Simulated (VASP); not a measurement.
```
CELL_PARAMETERS angstrom
      0.00000     3.02866     3.02866
      3.02866     0.00000     3.02866
      3.02866     3.02866     0.00000
ATOMIC_POSITIONS crystal
  Pb 0.00000 0.00000 0.00000
  S  0.50000 0.50000 0.50000
```

The numbers are results of revPBE GGA, VASP's PBE PAW potentials (set 64) (plane waves; VASP), not measurements. Numerical set-up: 520 eV cut-off, Gaussian smearing of 0.050 eV, potentials Pb_d S.

Unless said otherwise, spin-orbit coupling is left out, though it shifts the bands of the heavy elements here.

**Question.** Give the energies of bands 7 to 13 at the high-symmetry points, in eV from the valence-band maximum.

**Answer.** 
| band | Γ | X | U | L | W |
|---|---|---|---|---|---|
| 7 | -6.06 | -7.04 | -7.67 | -8.42 | -7.65 |
| 8 | -1.82 | -4.59 | -4.20 | -1.47 | -3.88 |
| 9 | -1.82 | -2.98 | -2.52 | -1.47 | -3.88 |
| 10 | -1.82 | -2.98 | -2.17 | 0.00 | -0.84 |
| 11 | 5.12 | 4.27 | 3.43 | 0.65 | 2.33 |
| 12 | 5.12 | 5.47 | 4.14 | 2.18 | 4.75 |
| 13 | 5.12 | 5.54 | 5.04 | 2.18 | 4.75 |

The gap is direct, 0.65 eV, from the valence maximum at L to the conduction minimum at L.

Measured: gap 0.37 eV (computed value off by +0.28 eV), as given by Wikipedia, List of semiconductor materials.

The compound is PbS in the rock salt structure. It was relaxed first, which changed the volume by +6 %.
